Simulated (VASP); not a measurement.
Calculation: PBE GGA, VASP's PBE PAW potentials (set 64) (plane waves; VASP 6.6.1).

Input for VASP

File POSCAR:
```
Ti23O47
1.0
  9.3112496648   0.0000000000   0.0000000000
  0.0000000000   9.3112496648   0.0000000000
  0.0000000000   0.0000000000   8.9060270302
Ti O
23 47
Cartesian
  0.0000000000   0.0000000000   0.0000000000
  2.3278124162   2.3278124162   1.4843408070
  0.0000000000   0.0000000000   2.9686727081
  2.3278124162   2.3278124162   4.4530135151
  0.0000000000   0.0000000000   5.9373543221
  2.3278124162   2.3278124162   7.4216862232
  0.0000000000   4.6556248324   0.0000000000
  2.3278124162   6.9834372486   1.4843408070
  0.0000000000   4.6556248324   2.9686727081
  2.3278124162   6.9834372486   4.4530135151
  0.0000000000   4.6556248324   5.9373543221
  2.3278124162   6.9834372486   7.4216862232
  4.6556248324   0.0000000000   0.0000000000
  6.9834372486   2.3278124162   1.4843408070
  4.6556248324   0.0000000000   2.9686727081
  6.9834372486   2.3278124162   4.4530135151
  4.6556248324   0.0000000000   5.9373543221
  6.9834372486   2.3278124162   7.4216862232
  4.6393580792   4.6514813263   8.8663506798
  6.9834372486   6.9834372486   1.4843408070
  6.9834372486   6.9834372486   4.4530135151
  4.6654482008   4.6127837727   5.9637963164
  6.9834372486   6.9834372486   7.4216862232
  1.4199655739   1.4199655739   0.0000000000
  3.7477779901   0.9078468423   1.4843408070
  0.9078468423   3.7477779901   1.4843408070
  3.2356592585   3.2356592585   0.0000000000
  1.4199655739   1.4199655739   2.9686727081
  3.7477779901   0.9078468423   4.4530135151
  0.9078468423   3.7477779901   4.4530135151
  3.2183962016   3.1948201175   2.9374214592
  1.4199655739   1.4199655739   5.9373543221
  3.7477779901   0.9078468423   7.4216862232
  0.9078468423   3.7477779901   7.4216862232
  3.2356592585   3.2356592585   5.9373543221
  1.4199655739   6.0755904063   0.0000000000
  0.9078468423   8.4034028225   1.4843408070
  3.2356592585   7.8912840909   0.0000000000
  1.4199655739   6.0755904063   2.9686727081
  3.7563443398   5.5351096082   4.4817443583
  0.9078468423   8.4034028225   4.4530135151
  3.2356592585   7.8912840909   2.9686727081
  1.4199655739   6.0755904063   5.9373543221
  3.7477779901   5.5634716747   7.4216862232
  0.9078468423   8.4034028225   7.4216862232
  3.2356592585   7.8912840909   5.9373543221
  6.0755904063   1.4199655739   0.0000000000
  8.4034028225   0.9078468423   1.4843408070
  5.5476053053   3.7113151364   1.4470958020
  7.8912840909   3.2356592585   0.0000000000
  6.0755904063   1.4199655739   2.9686727081
  8.4034028225   0.9078468423   4.4530135151
  5.5910888412   3.7969227658   4.4095699152
  7.8912840909   3.2356592585   2.9686727081
  6.0755904063   1.4199655739   5.9373543221
  8.4034028225   0.9078468423   7.4216862232
  5.5634716747   3.7477779901   7.4216862232
  7.8912840909   3.2356592585   5.9373543221
  6.0755904063   6.0755904063   0.0000000000
  8.4034028225   5.5634716747   1.4843408070
  5.5634716747   8.4034028225   1.4843408070
  7.8912840909   7.8912840909   0.0000000000
  6.1191670547   6.0839053522   2.9419546270
  8.4034028225   5.5634716747   4.4530135151
  5.5634716747   8.4034028225   4.4530135151
  7.8912840909   7.8912840909   2.9686727081
  6.0755904063   6.0755904063   5.9373543221
  8.4034028225   5.5634716747   7.4216862232
  5.5634716747   8.4034028225   7.4216862232
  7.8912840909   7.8912840909   5.9373543221
```

**INCAR**
```
ALGO = Fast
EDIFF = 1E-5
EDIFFG = -0.03
ENCUT = 400
GGA = PE
IBRION = 2
ISIF = 2
ISMEAR = 0
ISPIN = 2
ISYM = 0
LASPH = .TRUE.
LCHARG = .FALSE.
LMAXMIX = 4
LORBIT = 10
LREAL = Auto
LWAVE = .FALSE.
MAGMOM = 70*0.0429
NELECT = 375.0
NELM = 100
NELMIN = 4
NSW = 60
NUPDOWN = 3
PREC = Normal
SIGMA = 0.05
SYSTEM = Ti23O47
```

**KPOINTS**
```
kpoints
0
Gamma
 1 1 1
```

POTCAR, in this order: Ti O (PBE.64 set). Program: vasp_gam.

What will the output report for the number of irreducible k-points (NKPTS), largest plane-wave count, FFT grid (NGX, NGY, NGZ)?

```yaml
number of irreducible k-points (NKPTS): 1
largest_plane_wave_count: 6997
FFT grid (NGX, NGY, NGZ): 48 × 48 × 48
```

The cell is a supercell with a defect, built from TiO2 (rutile): vac_Ti-vac_O, charge -1.
